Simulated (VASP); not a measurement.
**CaGaSi (space group P-6m2): computed properties**

All values below come from PBEsol GGA, VASP's PBE PAW potentials (set 64) (plane waves; VASP).

```yaml
space_group: P-6m2 (187)
cell: a = b = 4.100 Å, c = 4.288 Å, α = β = 90.00°, γ = 120.00°
volume_per_atom: 20.80 Å^3/atom
band gap (over mesh and band path): none (metal, semimetal or under 0.01 eV)
band_gap_with_spin_orbit_coupling: none (metallic)
density: 3.67 g/cm³
```

```cif
data_CaGaSi
_chemical_formula_sum 'Ca1 Ga1 Si1'
_space_group_name_H-M_alt 'P-6m2'
_space_group_IT_number 187
_space_group_name_Hall 'P -6 2'
_cell_length_a 4.09951
_cell_length_b 4.09951
_cell_length_c 4.28783
_cell_angle_alpha 90.000
_cell_angle_beta 90.000
_cell_angle_gamma 120.000
loop_
_atom_site_label
_atom_site_type_symbol
_atom_site_symmetry_multiplicity
_atom_site_Wyckoff_symbol
_atom_site_fract_x
_atom_site_fract_y
_atom_site_fract_z
_atom_site_occupancy
Ca1 Ca 1 e 0.66667 0.33333 0.00000 1
Ga1 Ga 1 b 0.00000 0.00000 0.50000 1
Si1 Si 1 d 0.33333 0.66667 0.50000 1
```

The structure comes from a computed database's CaGaSi entry (P-6m2); how it stands against other phases isn't given here. It was relaxed first. Symmetry was kept, so distortions that lower it aren't found. The electron count is odd and the run is not spin-polarised, which forces a metal.
